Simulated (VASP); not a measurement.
Data:

```xyz
3
Lattice="0.0000 2.5249 2.5249 2.5249 0.0000 2.5249 2.5249 2.5249 0.0000" Properties=species:S:1:pos:R:3 pbc="T T T"
Hf     0.0000     0.0000     0.0000
O      1.2625     1.2625     1.2625
O      3.7874     3.7874     3.7874
```

Calculation: PBE GGA with D3 dispersion (zero damping), VASP's PBE PAW potentials (set 64) (plane waves; VASP). Run with 520 eV cut-off, Gaussian smearing of 0.050 eV, potentials Hf_pv O.

Unless said otherwise, spin-orbit coupling is left out, though it shifts the bands of the heavy elements here.

**Question.** Give the energies of bands 6 to 14 at the high-symmetry points, in eV from the valence-band maximum.

**Answer.** 
```json
[
 {"band": "6", "Γ": "-5.42", "X": "-6.55", "U": "-5.88", "L": "-4.37", "W": "-5.35"},
 {"band": "7", "Γ": "-5.42", "X": "-3.49", "U": "-4.06", "L": "-4.37", "W": "-5.11"},
 {"band": "8", "Γ": "-5.42", "X": "-3.49", "U": "-3.38", "L": "-3.06", "W": "-2.58"},
 {"band": "9", "Γ": "-0.61", "X": "-1.55", "U": "-2.27", "L": "-2.75", "W": "-2.58"},
 {"band": "10", "Γ": "-0.61", "X": "-1.55", "U": "-1.32", "L": "-1.84", "W": "-1.41"},
 {"band": "11", "Γ": "-0.61", "X": "0.00", "U": "-0.34", "L": "-1.84", "W": "-0.21"},
 {"band": "12", "Γ": "3.91", "X": "3.83", "U": "4.37", "L": "4.65", "W": "4.88"},
 {"band": "13", "Γ": "3.91", "X": "5.57", "U": "5.50", "L": "4.65", "W": "5.22"},
 {"band": "14", "Γ": "5.93", "X": "6.75", "U": "7.03", "L": "7.10", "W": "7.19"}
]
```

The gap is direct, 3.83 eV, from the valence maximum at X to the conduction minimum at X.

The compound is HfO2 in the fluorite structure, the high-temperature cubic form, which is unstable at 0 K; the monoclinic form is the stable one. It was relaxed first.
